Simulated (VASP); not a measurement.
Energy against volume of FePt (L1_0). Calculation: optB88-vdW, VASP's PBE PAW potentials (set 64) (plane waves; VASP). Numerical set-up: 520 eV cut-off, 13×13×10 Γ-centred mesh, first-order Methfessel-Paxton smearing of 0.10 eV, potentials Fe Pt.

Shape and ions are relaxed at each volume.

```
V (Å³/atom)  E (eV/atom)
-----------  -----------
13.566          -4.77789
13.985          -4.78633
14.405          -4.77863
14.824          -4.75721
```

### Question
Fit these four points and predict the energy of the run at 13.146 Å³/atom.

### Answer
A cubic in V^(−2/3), the third-order Birch-Murnaghan form, passes through the four points with V0 = 13.98 Å³/atom and B0 = 205 GPa, and gives -4.7505 eV/atom there. The run gave -4.7498 eV/atom, +0.7 meV/atom from the fit; all five points give B0 = 207 GPa.

The compound is FePt in the L1_0 structure. It was relaxed first.
